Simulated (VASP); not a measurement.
Wanted: the native input for a VASP 6.6.1 run.

```yaml
Task: single point
Functional: PBE
Potentials_or_basis: VASP PAW PBE potentials, release 64 (Ta_pv)
Cutoff: 520 eV
k_mesh: 18 × 18 × 18
Occupations: gaussian, width 0.1 eV
Spin: non-collinear spin, zero start, spin-orbit coupling
Starting_moments: "[[0.0, 0.0, 0.0]] μB"
Further_INCAR_settings: ALGO = Normal; EDIFF = 1e-07; NBANDS = 22
```

The structure of Ta lies in POSCAR:

```
Ta                                      
1.0
   -1.6590135150      1.6590135150      1.6590135150
    1.6590135150     -1.6590135150      1.6590135150
    1.6590135150      1.6590135150     -1.6590135150
  Ta            
     1
Direct
     0.0000000000000000    0.0000000000000000    0.0000000000000000
```

These files were run (other wordings do the same):

INCAR

```
PREC = Accurate
ENCUT = 520
EDIFF = 1E-7
ISMEAR = 0
SIGMA = 0.1
LREAL = False
LASPH = True
NELM = 80
ALGO = Normal
ISIF = 2
LWAVE = False
LCHARG = False
LNONCOLLINEAR = True
MAGMOM = 0 0 0
LORBIT = 11
LSORBIT = True
GGA_COMPAT = False
LMAXMIX = 4
GGA = PE
NBANDS = 22
KPAR = 4
```

KPOINTS

```
regular mesh
0
Gamma
  18 18 18
```

Potentials or basis: VASP PAW PBE potentials, release 64 (Ta_pv).

The run is started by

```sh
$ cat potpaw_PBE.64/Ta_pv/POTCAR > POTCAR
$ mpirun -np 4 vasp_ncl > vasp.out
```

It gave:

```json
{"Pressure": "0.0 GPa", "Net moment": "0.00 μB per cell", "Valence electrons inside the program's atomic spheres": "Ta 8.92"}
```

Run time: 20 s on 4 MPI ranks on Intel(R) Xeon(R) Platinum 8559C (Emerald Rapids) (shared host), peak memory 0.26 GiB a rank.
